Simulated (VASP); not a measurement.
VASP ran on this input.

File KPOINTS:
```
Automatic mesh
0
Gamma
11 11 11
0 0 0
```

**INCAR**
```
SYSTEM = TiC
PREC = Accurate
ENCUT = 520
EDIFF = 1E-6
NELM = 40
ALGO = Normal
LREAL = .FALSE.
LASPH = .TRUE.
ISMEAR = 1
SIGMA = 0.1
GGA = PE
LMAXMIX = 4
LWAVE = .FALSE.
LCHARG = .FALSE.
ISIF = 2
```

**POSCAR**
```
TiC
1
    0.0000000000     2.2083000000     2.2083000000
    2.2083000000     0.0000000000     2.2083000000
    2.2083000000     2.2083000000     0.0000000000
Ti C
1 2
Direct
  0.0000000000   0.0000000000   0.0000000000
  0.5000000000   0.5000000000   0.5000000000
  0.5200000000   0.5200000000   0.5200000000
```

POTCAR, in this order: Ti_sv C (PBE.64 set). Program: vasp_std.

The run wrote:

**standard output**
```
 POSCAR found type information on POSCAR TiC
 POSCAR found :  2 types and       3 ions
 Reading from existing POTCAR
 Reading from existing POTCAR
 LDA part: xc-table for (Slater+PW92), standard interpolation

 -----------------------------------------------------------------------------
|                                                                             |
|           W    W    AA    RRRRR   N    N  II  N    N   GGGG   !!!           |
|           W    W   A  A   R    R  NN   N  II  NN   N  G    G  !!!           |
|           W    W  A    A  R    R  N N  N  II  N N  N  G       !!!           |
|           W WW W  AAAAAA  RRRRR   N  N N  II  N  N N  G  GGG   !            |
|           WW  WW  A    A  R   R   N   NN  II  N   NN  G    G                |
|           W    W  A    A  R    R  N    N  II  N    N   GGGG   !!!           |
|                                                                             |
|     The distance between some ions is very small. Please check the          |
|     nearest-neighbor list in the OUTCAR file.                               |
|     I HOPE YOU KNOW WHAT YOU ARE DOING!                                     |
|                                                                             |
 -----------------------------------------------------------------------------

 POSCAR, INCAR and KPOINTS ok, starting setup
 WAVECAR not read
 entering main loop
       N       E                     dE             d eps       ncg     rms          rms(c)
DAV:   1     0.129659151281E+04    0.12966E+04   -0.11814E+04  4104   0.174E+03
DAV:   2     0.103432266979E+04   -0.26227E+03   -0.25871E+03  4336   0.536E+02
DAV:   3     0.101148312602E+04   -0.22840E+02   -0.22299E+02  5172   0.151E+02
DAV:   4     0.101048994306E+04   -0.99318E+00   -0.99113E+00  5410   0.343E+01
DAV:   5     0.101046202097E+04   -0.27922E-01   -0.27921E-01  5432   0.489E+00    0.436E+02
DAV:   6     0.105883074740E+04    0.48369E+02   -0.85943E+01  4946   0.114E+02    0.156E+02
DAV:   7     0.106454416631E+04    0.57134E+01   -0.40752E+01  4348   0.639E+01    0.328E+01
DAV:   8     0.106449587722E+04   -0.48289E-01   -0.16241E+00  5192   0.119E+01    0.178E+01
DAV:   9     0.106447026918E+04   -0.25608E-01   -0.10311E-01  5116   0.323E+00    0.266E+00
DAV:  10     0.106448754900E+04    0.17280E-01   -0.10602E-01  4634   0.319E+00    0.593E-01
DAV:  11     0.106448791713E+04    0.36814E-03   -0.10321E-02  6104   0.114E+00    0.386E-01
DAV:  12     0.106448790354E+04   -0.13589E-04   -0.22262E-04  5040   0.174E-01    0.316E-01
DAV:  13     0.106448790935E+04    0.58018E-05   -0.53793E-05  5620   0.714E-02    0.829E-02
DAV:  14     0.106448790971E+04    0.36391E-06   -0.50063E-06  4458   0.288E-02
   1 F= 0.10644879E+04 E0= 0.10644878E+04  d E =0.440148E-03
```

File OUTCAR:
```
------------------------ aborting loop because EDIFF is reached ----------------------------------------
  FORCE on cell =-STRESS in cart. coord.  units (eV):
  Direction    XX          YY          ZZ          XY          YZ          ZX
  --------------------------------------------------------------------------------------
  Total      504.6909388    504.6909388    504.6909388    493.5184618    493.5184618    493.5184618
  in kB    37543.2509941  37543.2509941  37543.2509941  36712.1461029  36712.1461029  36712.1461029
  external PRESSURE =   37543.2509941 kB  Pullay stress =       0.0000000 kB
  volume of cell :       21.54
      direct lattice vectors                 reciprocal lattice vectors
     0.000000000  2.208300000  2.208300000    -0.226418512  0.226418512  0.226418512
     2.208300000  0.000000000  2.208300000     0.226418512 -0.226418512  0.226418512
     2.208300000  2.208300000  0.000000000     0.226418512  0.226418512 -0.226418512
 POSITION                                       TOTAL-FORCE (eV/Angst)
 -----------------------------------------------------------------------------------
      0.00000      0.00000      0.00000         0.511730      0.511730      0.511730
      2.20830      2.20830      2.20830     -5587.316126  -5587.316126  -5587.316126
      2.29663      2.29663      2.29663      5586.804396   5586.804396   5586.804396
 -----------------------------------------------------------------------------------
    total drift:                                0.000513      0.000513      0.000513
  FREE ENERGIE OF THE ION-ELECTRON SYSTEM (eV)
  ---------------------------------------------------
  free  energy   TOTEN  =      1064.4879097101 eV

  energy  without entropy=     1064.4874695623  energy(sigma->0) =     1064.48776299
```
(Selected blocks of OUTCAR.)

### Question
Read input and log: which fault does this run have?
(A) POTCAR lists the elements in another order than POSCAR
(B) one atom is typed twice, on or next to the same site
(C) NELM is too small, so the electronic loop ends before EDIFF is met
(D) a metal was run with a tiny SIGMA on a coarse mesh

### Answer
B, one atom is typed twice, on or next to the same site. The run ends without an error.

To mend it, correct POSCAR.
**POSCAR**
```
TiC
1
    0.0000000000     2.2083000000     2.2083000000
    2.2083000000     0.0000000000     2.2083000000
    2.2083000000     2.2083000000     0.0000000000
Ti C
1 1
Direct
  0.0000000000   0.0000000000   0.0000000000
  0.5000000000   0.5000000000   0.5000000000
```
The mended run (PBE GGA, plane waves, VASP's PBE PAW potentials (set 64)) converges, and its OSZICAR ends with
```
   1 F= -.18660988E+02 E0= -.18660931E+02  d E =-.170912E-03
```
